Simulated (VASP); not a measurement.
# AlPd in VASP: further runs

Runs on AlPd. Level: PBE. Tasks: single point, molecular dynamics.

Program: VASP 6.6.1. These are calculated values, not measurements. Logs are shortened: lines on timing, memory, paths and dates and some standing lists are left out, and cuts for length are marked.

## Step 1: The crystal as given

The cell holds a amorphous, 8 atoms: a = 5.390 Å, b = 4.976 Å, c = 5.809 Å, α = 99.66°, β = 77.28°, γ = 83.38°.

The cell was built by a generator and needn't be a form met in nature.

## Step 2: Single point, PBE

Contents of INCAR:

```
SYSTEM = AlPd
PREC = Accurate
ENCUT = 520
EDIFF = 1E-6
ISMEAR = 0
SIGMA = 0.1
LREAL = .False.
LASPH = .True.
NELM = 100
ALGO = Normal
ISIF = 2
LWAVE = .False.
LCHARG = .False.
GGA = PE
NBANDS = 36
```

Contents of KPOINTS:

```
regular mesh
0
Gamma
  3 3 3
  0 0 0
```

Contents of POSCAR:

```
AlPd
1.0
    5.1927430000      1.1544750000      0.8672610000
   -0.4107150000      4.9295170000     -0.5385190000
    0.4315790000     -0.3162390000      5.7846510000
Al Pd
4 4
Direct
    0.8708173329      0.1985103359      0.5775502578
    0.2568011832      0.8242914888      0.3028167088
    0.6029015570      0.8146682918      0.5268482656
    0.1751133600      0.0581861241      0.8497291100
    0.6179054248      0.5897986599      0.9116455786
    0.9621095458      0.4551091203      0.2117909657
    0.2902579428      0.4329490373      0.5768301128
    0.5852042137      0.1318504457      0.1342138322
```

Potentials or basis: VASP PAW PBE potentials, release 64 (Al, Pd).

Launch:

```bash
$ cat potpaw_PBE.64/Al/POTCAR potpaw_PBE.64/Pd/POTCAR > POTCAR
$ mpirun -np 1 vasp_std > vasp.out
```

OUTCAR:

```text
SYSTEM = AlPd
   PREC = Accurate
   ENCUT = 520
   EDIFF = 1E-6
   ISMEAR = 0
   LREAL = .False.
   LASPH = .True.
   NELM = 100
   ISIF = 2
   GGA = PE

 ion  position               nearest neighbor table
   1  0.871  0.199  0.578-   5 2.52   3 2.54   4 2.63   6 2.64   2 2.64   7 2.66   7 3.21   8 3.27
                             3 3.32   8 3.35
   2  0.257  0.824  0.303-   3 2.50   8 2.61   6 2.63   5 2.64   1 2.64   7 2.73   4 3.11   4 3.15
                             7 3.22
   3  0.603  0.815  0.527-   2 2.50   1 2.54   6 2.62   4 2.64   5 2.67   7 2.69   8 3.00   7 3.27
                             1 3.32
   4  0.175  0.058  0.850-   6 2.58   1 2.63   3 2.64   7 2.68   8 3.06   2 3.11   2 3.15   7 3.17
                             8 3.19   5 3.26
   5  0.618  0.590  0.912-   1 2.52   2 2.64   3 2.67   8 2.76   8 2.81   6 2.91   7 2.97   4 3.26

   6  0.962  0.455  0.212-   4 2.58   3 2.62   2 2.63   1 2.64   8 2.80   5 2.91   7 3.05
   7  0.290  0.433  0.577-   1 2.66   4 2.68   3 2.69   2 2.73   8 2.78   5 2.97   6 3.05   4 3.17
                             1 3.21   2 3.22   3 3.27
   8  0.585  0.132  0.134-   2 2.61   5 2.76   7 2.78   6 2.80   5 2.81   3 3.00   4 3.06   4 3.19
                             1 3.27   1 3.35

  LATTYP: Found a triclinic cell.
 ALAT       =     4.9758242913
 B/A-ratio  =     1.9029412726
 C/A-ratio  =     1.4039953038
 COS(alpha) =     0.0150327112
 COS(beta)  =     0.5726924590
 COS(gamma) =     0.6940813962

  Lattice vectors:

 A1 = (   0.4107150000,  -4.9295170000,   0.5385190000)
 A2 = (  -4.3504490000,  -6.4002310000,   5.4559090000)
 A3 = (  -0.0208640000,  -4.6132780000,  -5.2461320000)

Analysis of symmetry for initial positions (statically):
=====================================================================
 Subroutine PRICEL returns:
 Original cell was already a primitive cell.

 Routine SETGRP: Setting up the symmetry group for a
 triclinic supercell.

 Subroutine GETGRP returns: Found  1 space group operations
 (whereof  1 operations were pure point group operations)
 out of a pool of  2 trial point group operations.

The static configuration has the point symmetry C_1 .

Analysis of symmetry for dynamics (positions and initial velocities):
=====================================================================
 Subroutine PRICEL returns:
 Original cell was already a primitive cell.

 Routine SETGRP: Setting up the symmetry group for a
 triclinic supercell.

 Subroutine GETGRP returns: Found  1 space group operations
 (whereof  1 operations were pure point group operations)
[... 109 lines left out ...]
   ISIF   =      2    stress and relaxation
   ISYM   =      2    0-nonsym 1-usesym 2-fastsym
   POTIM  = 0.5000    time-step for ionic-motion
   TEBEG  =    0.0;   TEEND  =   0.0 temperature during run
   PSTRESS=    0.0 pullay stress
   NELECT =      52.0000    total number of electrons
   NUPDOWN=      -1.0000    fix difference up-down
   EMIN   =  10.00;   EMAX   =-10.00  energy-range for DOS
   EFERMI =   0.00;   METHOD = LEGACY
   ISMEAR =     0;   SIGMA  =   0.10  broadening in eV -4-tet -1-fermi 0-gaus
   EFERMI_NEDOS =   21; number of points for ismear=-14 and -15
   IALGO  =     38    algorithm
   IMIX   =      4    mixing-type and parameters
     AMIX     =   0.40;   BMIX     =  1.00
     AMIX_MAG =   1.60;   BMIX_MAG =  1.00
  volume/ion in A,a.u.               =      18.49       124.79
  Fermi-wavevector in a.u.,A,eV,Ry     =   1.155373  2.183339 18.162242  1.334887
  Thomas-Fermi vector in A             =   2.292002
   LORBIT       =      0    0 simple, 1 ext, 2 COOP (PROOUT), +10 PAW based schemes
   GGA     = PE    functional components
   LHFCALC =     F    Hartree Fock is set to
   AEXX    =    0.0000 exact exchange contribution
   IVDW    =     0    specifies the selected vdW correction
   LEPSILON=     F    determine dielectric tensor
   LRPA    =     F    only Hartree local field effects (RPA)
 non-spin polarized calculation
 Gauss-broadening in eV      SIGMA  =   0.10
  energy-cutoff  :      520.00
  volume of cell :      147.93
 maximum number of plane-waves:      4001
   NGX = 21   NGY = 19   NGZ = 21

 number of electron      52.0000000 magnetization

 Free energy of the ion-electron system (eV)
  ---------------------------------------------------
  ext. energy  EPLUGINS =         0.00000000
  ---------------------------------------------------
  free energy    TOTEN  =       -37.39942857 eV

  energy without entropy =      -37.38688372  energy(sigma->0) =      -37.39315615

 E-fermi :   6.7517     XC(G=0): -10.6941

 val. band max:        6.6057691379   @ k =   0.0000   0.0000   0.0000
 cond. band min:       6.7575977374   @ k =  -0.3333   0.3333   0.3333
 fundamental gap:      0.1518285995
 Fermi energy:         6.7517430381

 k-point     1 :       0.0000    0.0000    0.0000
  band No.  band energies     occupation
      1      -2.1237      2.00000
      2       1.7828      2.00000
      3       1.9629      2.00000
      4       2.1337      2.00000
      5       2.6645      2.00000
      6       2.8345      2.00000
[... 535 lines left out ...]
     35      12.1864      0.00000
     36      12.8923      0.00000

------------------------ aborting loop because EDIFF is reached ----------------------------------------

  FORCE on cell =-STRESS in cart. coord.  units (eV):
  Direction    XX          YY          ZZ          XY          YZ          ZX
  --------------------------------------------------------------------------------------
  -------------------------------------------------------------------------------------
  Total       -5.7469196     -7.0870265     -8.2354430     -0.6026495      2.6569928      0.1416486
  in kB      -62.2421647    -76.7562278    -89.1941824     -6.5270117     28.7766304      1.5341285
  external PRESSURE =     -76.0641916 kB  Pullay stress =       0.0000000 kB

 VOLUME and BASIS-vectors are now :
 -----------------------------------------------------------------------------
  energy-cutoff  :      520.00
  volume of cell :      147.93
      direct lattice vectors                 reciprocal lattice vectors
     5.192743000  1.154475000  0.867261000     0.191610384  0.014489326 -0.013503482
    -0.410715000  4.929517000 -0.538519000    -0.046998043  0.200524500  0.014468813
     0.431579000 -0.316239000  5.784651000    -0.033102352  0.016495416  0.176242745

 POSITION                                       TOTAL-FORCE (eV/Angst)
 -----------------------------------------------------------------------------------
      4.68966      1.80125      3.98925        -0.986228      1.468088     -0.377007
      1.12564      4.26407      1.53051        -0.562738     -0.507005     -0.911619
      3.02349      4.54535      3.13179         1.200347     -0.823531      0.200247
      1.25215      0.22028      5.03592         0.158889     -0.111234      1.070277
      3.35983      3.33248      5.49182        -0.325787      0.073570     -0.342921
      4.90047      3.28722      1.81445         0.495979      0.186357      0.279139
      1.57836      2.28691      3.35534         0.098777      0.098276      0.168271
      3.04259      1.28312      1.21290        -0.079238     -0.384521     -0.086389
 -----------------------------------------------------------------------------------
    total drift:                                0.000427      0.001263      0.000081

  FREE ENERGIE OF THE ION-ELECTRON SYSTEM (eV)
  ---------------------------------------------------
  free  energy   TOTEN  =       -37.3994285749 eV

  energy  without entropy=      -37.3868837187  energy(sigma->0) =      -37.39315615
```

Wall time 34 s (1 thread of Intel Xeon 6975P-C (Granite Rapids), shared host); peak memory 0.28 GiB.

Results:

```
Free energy            : -37.3994 eV
Pressure               : -7.6 GPa
Largest force          : 1.808 eV/Å
Band gap on the k mesh : none (metal or under the smearing width)
```

Forces in eV/Å, atoms in the order of the input:
```
Al  -0.986  1.468 -0.377
Al  -0.563 -0.507 -0.912
Al   1.200 -0.824  0.200
Al   0.159 -0.111  1.070
Pd  -0.326  0.074 -0.343
Pd   0.496  0.186  0.279
Pd   0.099  0.098  0.168
Pd  -0.079 -0.385 -0.086
```

Stress tensor (GPa, compression positive):
```
-6.22 -0.65  0.15
-0.65 -7.68  2.88
 0.15  2.88 -8.92
```

Caveat: the k mesh is coarse (spacing up to 0.43 Å⁻¹), so the values aren't converged.

## Step 3: Single point, PBE

Contents of INCAR:

```
PREC = Accurate
ENCUT = 520
EDIFF = 1E-7
ISMEAR = 0
SIGMA = 0.1
LREAL = False
LASPH = True
NELM = 100
ALGO = Fast
ISIF = 2
LWAVE = False
LCHARG = True
GGA = PE
LELF = True
LVHAR = True
NBANDS = 36
```

Contents of KPOINTS:

```
regular mesh
0
Gamma
  3 3 3
```

Contents of POSCAR:

```
AlPd
1.0
    5.1927430000      1.1544750000      0.8672610000
   -0.4107150000      4.9295170000     -0.5385190000
    0.4315790000     -0.3162390000      5.7846510000
Al Pd
4 4
Direct
    0.8496206785      0.2275910774      0.5800357256
    0.2601125485      0.8190708761      0.2926117341
    0.6142492092      0.8020093439      0.5172007588
    0.1682747473      0.0685389036      0.8667137181
    0.6207642179      0.5891463521      0.9067753453
    0.9669812994      0.4576386013      0.2125512694
    0.2869631520      0.4296432069      0.5779498331
    0.5841598897      0.1278143136      0.1373006507
```

Potentials or basis: VASP PAW PBE potentials, release 64 (Al, Pd).

Launch:

```bash
$ cat potpaw_PBE.64/Al/POTCAR potpaw_PBE.64/Pd/POTCAR > POTCAR
$ mpirun -np 1 vasp_std > vasp.out
```

Run time: 43 s. Hardware: 1 thread of Intel Xeon 6975P-C (Granite Rapids), shared host; peak memory 0.29 GiB.

The run converged. Its results:

```yaml
Free_energy: -37.7437 eV
Pressure: -7.6 GPa
Largest_force: 0.880 eV/Å
Band_gap_on_the_k_mesh: none (metal or under the smearing width)
```

Forces on the atoms (eV/Å):
```
Al  -0.201  0.371 -0.609
Al  -0.800 -0.197 -0.308
Al   0.646 -0.367  0.371
Al   0.359 -0.290  0.191
Pd  -0.491  0.319  0.077
Pd   0.394  0.251  0.133
Pd   0.066  0.087  0.199
Pd   0.027 -0.173 -0.055
```

Stress tensor (GPa, compression positive):
```
-7.36 -1.50 -1.25
-1.50 -7.05  3.52
-1.25  3.52 -8.52
```

Levels at points of the mesh, in eV from the Fermi level:
```csv
k point,band 22,band 23,band 24,band 25,band 26,band 27,band 28,band 29,band 30,band 31
"(0.00, 0.00, 0.00)",-1.48,-1.23,-0.96,-0.59,-0.11,0.13,0.72,1.46,2.18,2.42
```

Caveat: the k mesh is coarse (spacing up to 0.43 Å⁻¹), so the values aren't converged.

## Step 4: Single point, PBE

Contents of INCAR:

```
ALGO = Fast
EDIFF = 1E-6
ENCUT = 520
GGA = PE
ISIF = 2
ISMEAR = 0
LASPH = T
LCHARG = F
LREAL = F
LWAVE = F
NBANDS = 36
NELM = 60
PREC = Accurate
SIGMA = 0.1
```

Contents of KPOINTS:

```
k-points
0
Gamma
  3 3 3
```

Contents of POSCAR:

```
AlPd
1.0
    5.1927430000      1.1544750000      0.8672610000
   -0.4107150000      4.9295170000     -0.5385190000
    0.4315790000     -0.3162390000      5.7846510000
Al Pd
4 4
Direct
    0.8304308778      0.2552765748      0.5793210294
    0.2584312921      0.8142216908      0.2826568915
    0.6276308028      0.7879166256      0.5099986768
    0.1642531140      0.0752752386      0.8820944991
    0.6225054863      0.5892621534      0.9028608874
    0.9717845411      0.4600630601      0.2133153523
    0.2842195418      0.4269518846      0.5791882999
    0.5832775571      0.1240405205      0.1398442706
```

Potentials or basis: VASP PAW PBE potentials, release 64 (Al, Pd).

Launch:

```bash
$ cat potpaw_PBE.64/Al/POTCAR potpaw_PBE.64/Pd/POTCAR > POTCAR
$ mpirun -np 1 vasp_std > vasp.out
```

OUTCAR:

```text
EDIFF = 1E-6
   ENCUT = 520
   GGA = PE
   ISIF = 2
   ISMEAR = 0
   LASPH = T
   LREAL = F
   NELM = 60
   PREC = Accurate

 ion  position               nearest neighbor table
   1  0.830  0.255  0.579-   5 2.27   6 2.52   7 2.68   3 2.69   3 2.87   4 2.95   7 2.97   2 2.99
                             8 3.14
   2  0.258  0.814  0.283-   6 2.51   8 2.56   5 2.59   3 2.62   7 2.80   4 2.96   1 2.99   7 3.27

   3  0.628  0.788  0.510-   6 2.45   2 2.62   5 2.63   1 2.69   7 2.74   1 2.87   4 2.95   8 2.97
[... 7 lines left out ...]
   7  0.284  0.427  0.579-   1 2.68   4 2.71   3 2.74   8 2.78   2 2.80   1 2.97   5 2.98   6 3.00
                             2 3.27   4 3.32
   8  0.583  0.124  0.140-   2 2.56   5 2.74   7 2.78   6 2.89   5 2.89   3 2.97   4 2.98   4 3.12
                             1 3.14   6 3.42

  LATTYP: Found a triclinic cell.
 ALAT       =     4.9758242913
 B/A-ratio  =     1.9029412726
 C/A-ratio  =     1.4039953038
 COS(alpha) =     0.0150327112
 COS(beta)  =     0.5726924590
 COS(gamma) =     0.6940813962

  Lattice vectors:

[... 184 lines left out ...]
 cond. band min:       6.7850829889   @ k =  -0.3333  -0.3333   0.3333
 fundamental gap:      0.0055858952
 Fermi energy:         6.7819610208

 k-point     1 :       0.0000    0.0000    0.0000
  band No.  band energies     occupation
      1      -1.9011      2.00000
      2       1.3869      2.00000
      3       1.8575      2.00000
      4       2.2711      2.00000
      5       2.6919      2.00000
      6       2.7552      2.00000
[... 535 lines left out ...]
     35      12.2214      0.00000
     36      13.2755      0.00000

------------------------ aborting loop because EDIFF is reached ----------------------------------------

  FORCE on cell =-STRESS in cart. coord.  units (eV):
  Direction    XX          YY          ZZ          XY          YZ          ZX
  --------------------------------------------------------------------------------------
  -------------------------------------------------------------------------------------
  Total       -6.8413131     -5.0680383     -6.4595048     -2.5870673      3.9984680     -2.9612707
  in kB      -74.0950223    -54.8895223    -69.9598370    -28.0193002     43.3055128    -32.0721209
  external PRESSURE =     -66.3147938 kB  Pullay stress =       0.0000000 kB

 VOLUME and BASIS-vectors are now :
 -----------------------------------------------------------------------------
  energy-cutoff  :      520.00
  volume of cell :      147.93
      direct lattice vectors                 reciprocal lattice vectors
     5.192743000  1.154475000  0.867261000     0.191610384  0.014489326 -0.013503482
    -0.410715000  4.929517000 -0.538519000    -0.046998043  0.200524500  0.014468813
     0.431579000 -0.316239000  5.784651000    -0.033102352  0.016495416  0.176242745

 POSITION                                       TOTAL-FORCE (eV/Angst)
 -----------------------------------------------------------------------------------
      4.45739      2.03390      3.93390         0.453728     -0.811226     -0.973698
      1.12954      4.22268      1.42073        -0.593255      0.079046      0.263140
      3.15562      4.44735      3.07018        -0.056999      0.199376      0.340885
      1.20270      0.28174      5.20452         0.506131     -0.480666     -0.521561
      3.38015      3.33792      5.44528        -0.740162      0.668508      0.739581
      4.94934      3.32233      1.82899         0.329324      0.275433     -0.113639
      1.55049      2.24963      3.36697         0.001609      0.069901      0.235000
      3.03822      1.24061      1.24801         0.099624     -0.000373      0.030291
 -----------------------------------------------------------------------------------
    total drift:                                0.001109      0.000763     -0.000212

  FREE ENERGIE OF THE ION-ELECTRON SYSTEM (eV)
  ---------------------------------------------------
  free  energy   TOTEN  =       -37.7357568710 eV

  energy  without entropy=      -37.7194826921  energy(sigma->0) =      -37.72761978
```

OSZICAR:

```text
N       E                     dE             d eps       ncg     rms          rms(c)
DAV:   1     0.239206978080E+03    0.23921E+03   -0.23078E+04  1008   0.129E+03
DAV:   2    -0.280954643973E+02   -0.26730E+03   -0.24970E+03  1076   0.253E+02
DAV:   3    -0.386642366562E+02   -0.10569E+02   -0.10338E+02  1228   0.465E+01
DAV:   4    -0.387978952410E+02   -0.13366E+00   -0.13348E+00  1104   0.571E+00
DAV:   5    -0.388001342792E+02   -0.22390E-02   -0.22389E-02  1136   0.796E-01    0.985E+00
RMM:   6    -0.380178676304E+02    0.78227E+00   -0.44136E+00  1009   0.107E+01    0.457E+00
RMM:   7    -0.377897983083E+02    0.22807E+00   -0.62534E-01  1017   0.406E+00    0.264E+00
RMM:   8    -0.377495407061E+02    0.40258E-01   -0.17267E-01  1055   0.190E+00    0.118E+00
RMM:   9    -0.377375205860E+02    0.12020E-01   -0.48299E-02  1084   0.107E+00    0.413E-01
RMM:  10    -0.377361312490E+02    0.13893E-02   -0.96343E-03  1090   0.454E-01    0.196E-01
RMM:  11    -0.377358216774E+02    0.30957E-03   -0.24278E-03  1121   0.243E-01    0.107E-01
RMM:  12    -0.377357578071E+02    0.63870E-04   -0.65281E-04  1110   0.130E-01    0.530E-02
RMM:  13    -0.377357560987E+02    0.17085E-05   -0.15142E-04  1148   0.591E-02    0.382E-02
RMM:  14    -0.377357574237E+02   -0.13251E-05   -0.39596E-05  1122   0.297E-02    0.160E-02
RMM:  15    -0.377357568700E+02    0.55373E-06   -0.10729E-05  1100   0.146E-02    0.441E-03
RMM:  16    -0.377357568710E+02   -0.10095E-08   -0.31279E-06   812   0.813E-03
   1 F= -.37735757E+02 E0= -.37727620E+02  d E =-.162742E-01
```

Wall time 36 s (1 thread of Intel Xeon 6975P-C (Granite Rapids), shared host); peak memory 0.29 GiB.

What came out:

```
Free energy            : -37.7358 eV
Pressure               : -6.6 GPa
Largest force          : 1.346 eV/Å
Band gap on the k mesh : none (metal or under the smearing width)
```

Forces on the atoms (eV/Å):
```
Al   0.454 -0.811 -0.974
Al  -0.593  0.079  0.263
Al  -0.057  0.199  0.341
Al   0.506 -0.481 -0.522
Pd  -0.740  0.669  0.740
Pd   0.329  0.275 -0.114
Pd   0.002  0.070  0.235
Pd   0.100  0.000  0.030
```

Caveat: the k mesh is coarse (spacing up to 0.43 Å⁻¹), so the values aren't converged.

[end of part 1 of 2]
